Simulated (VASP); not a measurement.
```
CELL_PARAMETERS angstrom
      1.56420    -2.70927     0.00000
      1.56420     2.70927     0.00000
      0.00000     0.00000    12.17821
ATOMIC_POSITIONS crystal
  W  0.33333 0.66667 0.25000
  W  0.66667 0.33333 0.75000
  S  0.33333 0.66667 0.87841
  S  0.66667 0.33333 0.37841
  S  0.66667 0.33333 0.12159
  S  0.33333 0.66667 0.62159
```

Calculation: LDA (Ceperley-Alder, Perdew-Zunger), VASP's LDA PAW potentials (set 64) (plane waves; VASP). Run with 400 eV cut-off, 18×18×4 Γ-centred mesh, Gaussian smearing of 0.010 eV, potentials W_sv S.

**Question.** Estimate the energy per atom (σ→0).

**Answer.** 
```json
{
 "energy per atom (σ→0)": "-8.754 eV/atom"
}
```

The absolute energy has meaning only against runs of the same code, potentials and settings.

The compound is WS2 in the 2H layered structure. It was relaxed first.
